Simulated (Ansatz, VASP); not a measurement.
# Cu26Si (Cu wire along [110], 3 atoms a period): VASP beside Ansatz

Aim: how closely do two programs agree when they are given the same cell, functional and k mesh? Of the first pair: The structure shown is the start of the Ansatz relaxation below; VASP solves that cell, so the two are compared at the walk's first step.

Calculated with Ansatz 0.2.0; plane waves, with VASP 6.6.1 beside it; single point at PBE.

## 1. Set-up

The cell holds 27 atoms: 26 Cu and 1 Si. Cell: a = 8.615 Å, b = 9.367 Å, c = 21.569 Å, α = 90.0°, β = 90.0°, γ = 90.0°. Vacuum lies along a and b. The structure's axis is c.

## 2. Ansatz: relaxation, PBE

Ansatz runs on its default PAW (the set named soft_2) files.

The two programs are compared at the cell with which this relaxation starts, whose forces are those of its first step.

The input, input.yaml:

```yaml
crystal:
  lattice:
    - [8.615, 0.0, 0.0]
    - [0.0, 9.367, 0.0]
    - [0.0, 0.0, 21.5689877222]
  atoms:
    - { symbol: Cu, position: [0.396886986, 0.370883344, 0.0] }
    - { symbol: Cu, position: [0.600886505, 0.499989197, 0.055555556] }
    - { symbol: Cu, position: [0.396886986, 0.62909505, 0.0] }
    - { symbol: Cu, position: [0.396886986, 0.370883344, 0.111111111] }
    - { symbol: Cu, position: [0.600886505, 0.499989197, 0.166666667] }
    - { symbol: Cu, position: [0.396886986, 0.62909505, 0.111111111] }
    - { symbol: Cu, position: [0.396886986, 0.370883344, 0.222222222] }
    - { symbol: Cu, position: [0.600886505, 0.499989197, 0.277777778] }
    - { symbol: Cu, position: [0.396886986, 0.62909505, 0.222222222] }
    - { symbol: Cu, position: [0.396886986, 0.370883344, 0.333333333] }
    - { symbol: Cu, position: [0.600886505, 0.499989197, 0.388888889] }
    - { symbol: Cu, position: [0.396886986, 0.62909505, 0.333333333] }
    - { symbol: Cu, position: [0.396886986, 0.370883344, 0.444444444] }
    - { symbol: Si, position: [0.600886505, 0.499989197, 0.5], spin: 0.3 }
    - { symbol: Cu, position: [0.396886986, 0.62909505, 0.444444444] }
    - { symbol: Cu, position: [0.396886986, 0.370883344, 0.555555556] }
    - { symbol: Cu, position: [0.600886505, 0.499989197, 0.611111111] }
    - { symbol: Cu, position: [0.396886986, 0.62909505, 0.555555556] }
    - { symbol: Cu, position: [0.396886986, 0.370883344, 0.666666667] }
    - { symbol: Cu, position: [0.600886505, 0.499989197, 0.722222222] }
    - { symbol: Cu, position: [0.396886986, 0.62909505, 0.666666667] }
    - { symbol: Cu, position: [0.396886986, 0.370883344, 0.777777778] }
    - { symbol: Cu, position: [0.600886505, 0.499989197, 0.833333333] }
    - { symbol: Cu, position: [0.396886986, 0.62909505, 0.777777778] }
    - { symbol: Cu, position: [0.396886986, 0.370883344, 0.888888889] }
    - { symbol: Cu, position: [0.600886505, 0.499989197, 0.944444444] }
    - { symbol: Cu, position: [0.396886986, 0.62909505, 0.888888889] }
magnetization:
  spin_polarized: true
kpoints:
  mp_grid: { grid: [1, 1, 1] }
scf:
  occupations: { method: fermi_dirac, width: 0.1 }
hamiltonian:
  xc: pbe
relax:
  constraints:
    - { sites: [0, 1, 2, 3, 4, 5, 6, 7, 8, 18, 19, 20, 21, 22, 23, 24, 25, 26] }
  f_tol: 0.07
  max_steps: 30
basis:
  ecutwfc: "340 eV"
```

Run with:

```sh
ansatz run input.yaml --threads 8 --pin off --max-ram 16384MiB --backend cpu --events-out ev --progress --plain --runs-dir out
```

Numbers of over 12 decimals in the logs are rounded to 6 here.

Log:

```text
Warning: basis.ecutwfc = 340 eV is below the records' recommended 420 eV, and the density's cutoff is lower with it unless basis.ecutrho_ratio is high enough to keep the records' density cutoff: compare with a run at a higher cutoff
Warning: crystal.symmetry: narrowed to the stabiliser of the relax constraints — unitary ops 4 → 2; lowered at sites 9, 11, 18, 20 (the operations that carried what is held of a site onto what its image site leaves free; the constrained walk keeps no symmetry that its constraints do not admit)
Engine: ansatz 0.2.0, aarch64-unknown-linux-gnu
Pseudopotentials: kind: paw
Pseudopotential: Cu, paw, valence charge 19, recommended cutoff 420 eV (normal), Cu.paw.azcp
Pseudopotential: Si, paw, valence charge 4, recommended cutoff 420 eV (normal), Si.paw.azcp
Functional definition: PBE
  parameter kappa = 0.804
  parameter beta = 0.066725
  exchange = pbe_x(kappa = kappa, mu = beta*pi^2/3)
  correlation = pbe_c(beta = beta)
Crystal: 27 atoms, lattice volume = 1740.546 Å³
Basis set: ecut = 340 eV, 24721 PW (Γ), exchange–correlation on 108×120×270 points (8 copies of the dense FFT grid, shifted against one another)
Bands: 299, of which v1, the nominal top of the filled ones, is band 249 counted from 1 (248 counted from 0)
Symmetry: 2 space group operations
k-points: 1
Non-local potential: Cu, projectors of the file, l = 0: 3, l = 1: 2, l = 2: 3, l = 3: 1
Non-local potential: Si, projectors of the file, l = 0: 2, l = 1: 2, l = 2: 2
PAW form: soft (Blöchl's): semilocal exchange-correlation on the pseudo side does not see the compensation charge
PAW one-centre angular grid: Cu, 590 points (default); XC on 64 Gauss nodes
PAW one-centre angular grid: Si, 110 points (default); XC on 64 Gauss nodes
Initial density: superposition of atomic densities (neutral atoms: chi_scale 0, normalization atom)
Starting moments: Σ|m| = 0.3 μB on 1 of 27 sites
Initial wavefunctions: pseudopotential atomic-orbital guess
Functional: x = pbe(κ = 0.804, μ = 0.219515), c = pbe(β = 0.066725)
SCF iter   1: F=—  HF=-172873.487632 eV  |F-HF|=—  |Δ(HF+E_count)|=         —  Δρ=4.14e-2 (↑4.13e-2 ↓4.14e-2)  dr2=8.05e1  dr2_m=4.74e-3  M=0.113 μB ∫|m|=0.136 μB  β_m=0.30  ethr=3.10e-3  ⟨swp⟩=8.0  Hψ=2734  notcnv=0  defer=6
preconditioner: auto → LDOS  [metal: Δε(μ)=0.010 eV  Ē_g=5.384 eV  σ=0.100 eV  W_gap=0.02  n_scr=322 (ndim 8)  ℏωp=15.2 eV  f_vac=0.682  D(μ)=25.04/eV (n_scr^D=126)]
spin=Collinear: LDOS preconditioning applied to the charge; magnetization (m = ρ↑ − ρ↓) channel mixes plain (no charge-response kernel on spin).
SCF iter   2: F=—  HF=-172859.681512 eV  |F-HF|=—  |Δ(HF+E_count)|=    1.38e1  Δρ=8.55e-3 (↑8.29e-3 ↓8.55e-3)  dr2=6.70e0  dr2_m=2.24e-3  M=0.098 μB ∫|m|=0.121 μB  β_m=0.30  ethr=3.10e-3  ⟨swp⟩=3.0  Hψ=1286  notcnv=0  defer=44
SCF iter   3: F=—  HF=-172859.041148 eV  |F-HF|=—  |Δ(HF+E_count)|=   6.40e-1  Δρ=7.52e-3 (↑7.34e-3 ↓7.52e-3)  dr2=4.78e0  dr2_m=1.18e-3  M=0.086 μB ∫|m|=0.104 μB  β_m=0.30  ethr=1.35e-3  ⟨swp⟩=2.0  Hψ=732  notcnv=0  defer=44
SCF iter   4: F=—  HF=-172858.629318 eV  |F-HF|=—  |Δ(HF+E_count)|=   4.12e-1  Δρ=4.39e-3 (↑4.24e-3 ↓4.39e-3)  dr2=2.18e0  dr2_m=6.60e-4  M=0.072 μB ∫|m|=0.087 μB  β_m=0.30  ethr=9.60e-4  ⟨swp⟩=2.0  Hψ=598  notcnv=0  defer=44
SCF iter   5: F=—  HF=-172858.467958 eV  |F-HF|=—  |Δ(HF+E_count)|=   1.61e-1  Δρ=2.07e-3 (↑1.99e-3 ↓2.07e-3)  dr2=2.88e-1  dr2_m=4.02e-4  M=0.060 μB ∫|m|=0.073 μB  β_m=0.30  ethr=4.38e-4  ⟨swp⟩=2.0  Hψ=1032  notcnv=0  defer=46
SCF iter   6: F=—  HF=-172858.504698 eV  |F-HF|=—  |Δ(HF+E_count)|=   3.67e-2  Δρ=1.38e-3 (↑1.31e-3 ↓1.38e-3)  dr2=1.18e-1  dr2_m=2.56e-4  M=0.050 μB ∫|m|=0.061 μB  β_m=0.30  ethr=5.78e-5  ⟨swp⟩=2.0  Hψ=894  notcnv=0  defer=46
Mixer restart at iter 6: flushing history
spin-set hold released at iteration 6 (site moments contracting): the magnetisation degrees of freedom join the quasi-Newton model from the next iteration; the mixer history was flushed
SCF iter   7: F=—  HF=-172858.517991 eV  |F-HF|=—  |Δ(HF+E_count)|=   1.33e-2  Δρ=8.28e-4 (↑7.59e-4 ↓8.28e-4)  dr2=5.46e-2  dr2_m=1.63e-4  M=0.043 μB ∫|m|=0.052 μB  β_m=0.55  ethr=2.37e-5  ⟨swp⟩=1.0  Hψ=552  notcnv=0  defer=46
SCF iter   8: F=—  HF=-172858.533126 eV  |F-HF|=—  |Δ(HF+E_count)|=   1.51e-2  Δρ=7.18e-4 (↑6.96e-4 ↓7.18e-4)  dr2=2.56e-2  dr2_m=2.89e-5  M=0.024 μB ∫|m|=0.029 μB  β_m=0.46  ethr=1.10e-5  ⟨swp⟩=2.0  Hψ=917  notcnv=0  defer=46
SCF iter   9: F=—  HF=-172858.530854 eV  |F-HF|=—  |Δ(HF+E_count)|=   2.27e-3  Δρ=2.18e-4 (↑2.13e-4 ↓2.18e-4)  dr2=5.15e-3  dr2_m=9.67e-6  M=0.017 μB ∫|m|=0.020 μB  β_m=0.46  ethr=5.13e-6  ⟨swp⟩=2.0  Hψ=861  notcnv=0  defer=46
SCF iter  10: F=—  HF=-172858.531032 eV  |F-HF|=—  |Δ(HF+E_count)|=   1.78e-4  Δρ=8.79e-5 (↑8.38e-5 ↓8.79e-5)  dr2=1.52e-3  dr2_m=2.43e-6  M=0.010 μB ∫|m|=0.012 μB  β_m=0.53  ethr=1.03e-6  ⟨swp⟩=2.0  Hψ=698  notcnv=0  defer=46
[...]
SCF iter   6: F=—  HF=-172858.640605 eV  |F-HF|=—  |Δ(HF+E_count)|=   1.30e-4  Δρ=3.52e-5 (↑3.52e-5 ↓3.37e-5)  dr2=1.00e-4  dr2_m=3.24e-7  M=0.001 μB ∫|m|=0.002 μB  β_m=0.54  ethr=1.48e-7  ⟨swp⟩=2.0  Hψ=852  notcnv=0  defer=46
[...]
SCF iter   4: F=—  HF=-172858.640668 eV  |F-HF|=—  |Δ(HF+E_count)|=   1.73e-8  Δρ=7.64e-7 (↑7.64e-7 ↓7.54e-7)  dr2=1.16e-7  dr2_m=2.27e-10  M=0.000 μB ∫|m|=0.000 μB  β_m=0.45  ethr=2.58e-10  ⟨swp⟩=2.0  Hψ=852  notcnv=0  defer=46
SCF iter   5: F=-172858.640668 eV  HF=-172858.640668 eV  |F-HF|=2.43e-8  |Δ(HF+E_count)|=  5.53e-10  Δρ=4.71e-7 (↑4.51e-7 ↓4.71e-7)  dr2=2.84e-8  dr2_m=1.02e-10  M=0.000 μB ∫|m|=0.000 μB  ethr=2.01e-11  ⟨swp⟩=3.0  Hψ=1392  notcnv=0
the starting moments were not kept: the SCF closed with an absolute magnetisation of 8.0e-5 μB, where they sum to 0.3 μB in size (1 site). That is at most 0.1 of that sum. Measured as dr2_m measures the in/out step, that magnetisation stands 5.9e-11 eV from none, at or under the dr2_threshold of 1.0e-7 eV: it is no larger than a step whose dr2_m would equal this threshold.
SCF 4 converged in 5 iterations: F = -172858.640668 eV  dr2 = 2.84e-8
relax step   4: F+E_penalty+E_count = -172858.64066754 eV  Δ(F+E_penalty+E_count) = -4.752e-6 eV  max|allowed force component| = 4.580e-2 eV/Å  Δτ_max = 0.0000 Å  (5 SCF iters, accepted)
SCF converged after 5 iterations
Magnetization: 0.0001 μB (249.0000 up, 249.0000 down)
Absolute magnetization: 0.0001 μB (∫|ρ↑−ρ↓|, with the PAW one-centre terms)
Spin contamination: 0.0000 ħ² per cell (⟨S²⟩ above its minimum at these occupations)
Per-site moments (μB) at R_I (Å): [(7.255048242374339e-7, 0.988579), (4.838303601932888e-7, 0.988579), (7.255048236640895e-7, 0.988579), (1.0622184502593422e-6, 0.988579), (4.804669717957494e-7, 0.988579), (1.06221844987677e-6, 0.988579), (2.3946912010754724e-7, 0.978045), (2.2670206666483017e-7, 0.988579), (2.3946911958469874e-7, 0.978045), (5.08351822213581e-7, 0.978045), (9.605400002217755e-7, 0.966736), (5.083518 [...]
Free energy (F): -172858.640668 eV
Harris-Foulkes:  -172858.640668 eV  (|F-HF|=2.43e-8)
Internal energy: -172857.992047 eV  (E = F + TS)
E sigma→0 (E₀):  -172858.316357 eV
Entropy (-TS):   -0.648620 eV (-24.023 meV/atom)
Fermi energy:    -0.581428 eV
--- Per-component energies (eV) ---
  E_band       = -17628.555722
  E_kinetic    = 7829.431453
  E_local      = -295412.046667  (includes V_loc(G=0)·N_el)
  E_nonlocal   = 10369.703149
  E_hartree    = 137332.975038
  E_xc         = -2328.305636
  E_vxc        = -2974.249113  (∫ρ·V_xc dr)
  E_paw        = -43934.215751  (= ΣΔE_a)
  E_vpaw       = -12107.393164  (= ΣTr[D̂ρ^β])
  E_aug_tail   = 0.014784  (compensation charges beyond the density's cutoff)
  E_ewald      = 13284.451583
  E_smearing   = -0.648620  (= −TS)
  E_closure    = -0.000000  (closes the sum)
  Σ components = -172858.640668   (vs F -172858.640668, Δ=0.00e0)
--- Forces (eV/Å), atoms counted from 1 ---
  atom   1  Cu     0.01120314    -0.10403913     0.00036630
  atom   2  Cu     0.04001427    -0.00000000     0.00163379
  atom   3  Cu     0.01120314     0.10403913     0.00036630
  atom   4  Cu    -0.02034822    -0.08389264     0.00120680
  atom   5  Cu     0.05602584    -0.00000000     0.00723151
  atom   6  Cu    -0.02034822     0.08389264     0.00120680
  atom   7  Cu    -0.04750180    -0.10033326    -0.06973605
  atom   8  Cu     0.05868665    -0.00000000     0.07289612
  atom   9  Cu    -0.04750180     0.10033326    -0.06973605
  atom  10  Cu     0.01173734    -0.01674413     0.01661323
  atom  11  Cu    -0.01142397    -0.00000000     0.00845189
  atom  12  Cu     0.01173734     0.01674413     0.01661323
  atom  13  Cu    -0.01827835    -0.04289721    -0.00882754
  atom  14  Si     0.01144065     0.00000000    -0.00156061
  atom  15  Cu    -0.01827835     0.04289721    -0.00882754
  atom  16  Cu    -0.01899221    -0.04579755     0.01002327
  atom  17  Cu    -0.01020014     0.00000000    -0.01537526
  atom  18  Cu    -0.01899221     0.04579755     0.01002327
  atom  19  Cu     0.01824459    -0.09969424     0.11670397
  atom  20  Cu     0.01294505     0.00000000    -0.13254932
  atom  21  Cu     0.01824459     0.09969424     0.11670397
  atom  22  Cu    -0.04273026    -0.09773101    -0.02405847
  atom  23  Cu     0.05414057     0.00000000    -0.00947781
  atom  24  Cu    -0.04273026     0.09773101    -0.02405847
  atom  25  Cu    -0.01974985    -0.08392843    -0.00639625
  atom  26  Cu     0.04115048     0.00000000    -0.00301392
  atom  27  Cu    -0.01974985     0.08392843    -0.00639625
  max |Σ_I F_I| component: 5.18e-5 eV/Å
--- Relaxed structure (4 steps of the walk, 4 accepted, 0 SCFs on fresh bases) ---
  F+E_penalty+E_count = -172858.64066754 eV   max|allowed force component| = 4.580e-2 eV/Å
  atoms:
    - { symbol: Cu, position: [0.396886986, 0.370883344, 0.0] }
    - { symbol: Cu, position: [0.600886505, 0.499989197, 0.055555556] }
    - { symbol: Cu, position: [0.396886986, 0.62909505, 0.0] }
    - { symbol: Cu, position: [0.396886986, 0.370883344, 0.111111] }
    - { symbol: Cu, position: [0.600886505, 0.499989197, 0.166666667] }
    - { symbol: Cu, position: [0.396886986, 0.62909505, 0.111111] }
    - { symbol: Cu, position: [0.396886986, 0.370883344, 0.222222] }
    - { symbol: Cu, position: [0.600886505, 0.499989197, 0.277777778] }
    - { symbol: Cu, position: [0.396886986, 0.62909505, 0.222222] }
    - { symbol: Cu, position: [0.398279, 0.368893, 0.332145] }
    - { symbol: Cu, position: [0.597521, 0.499989197, 0.391365] }
    - { symbol: Cu, position: [0.398279, 0.631086, 0.332145] }
    - { symbol: Cu, position: [0.389710, 0.365345, 0.443771] }
    - { symbol: Si, position: [0.574389, 0.499989197, 0.499627] }
    - { symbol: Cu, position: [0.389710, 0.634633, 0.443771] }
    - { symbol: Cu, position: [0.389799, 0.365425, 0.555222] }
    - { symbol: Cu, position: [0.597791, 0.499989197, 0.608032] }
    - { symbol: Cu, position: [0.389799, 0.634554, 0.555222] }
    - { symbol: Cu, position: [0.396886986, 0.370883344, 0.666666667] }
    - { symbol: Cu, position: [0.600886505, 0.499989197, 0.722222222] }
    - { symbol: Cu, position: [0.396886986, 0.62909505, 0.666666667] }
    - { symbol: Cu, position: [0.396886986, 0.370883344, 0.777777778] }
    - { symbol: Cu, position: [0.600886505, 0.499989197, 0.833333333] }
    - { symbol: Cu, position: [0.396886986, 0.62909505, 0.777777778] }
    - { symbol: Cu, position: [0.396886986, 0.370883344, 0.888889] }
    - { symbol: Cu, position: [0.600886505, 0.499989197, 0.944444444] }
    - { symbol: Cu, position: [0.396886986, 0.62909505, 0.888889] }
```

In the SCF lines HF is the Harris–Foulkes energy and dr2 the Hartree energy of the density residual, in eV; the loop may stop once dr2 is under the threshold and the program's other checks hold. Hψ counts applications of the Hamiltonian.

(Continued in part 2 of 3.)

[Lines on the potential files, build, host, timing and source positions are cut from VASP's logs without a mark.]

[Logs are printed without paths, hosts, clocks, repeated set-up lines and the standing remarks that a program may print on its own settings, such as how far it seeks lower states.]

[Hosts, paths, dates, database ids (printed as entryN), source tags and the programs' standing remarks are cut or masked in the printed files.]
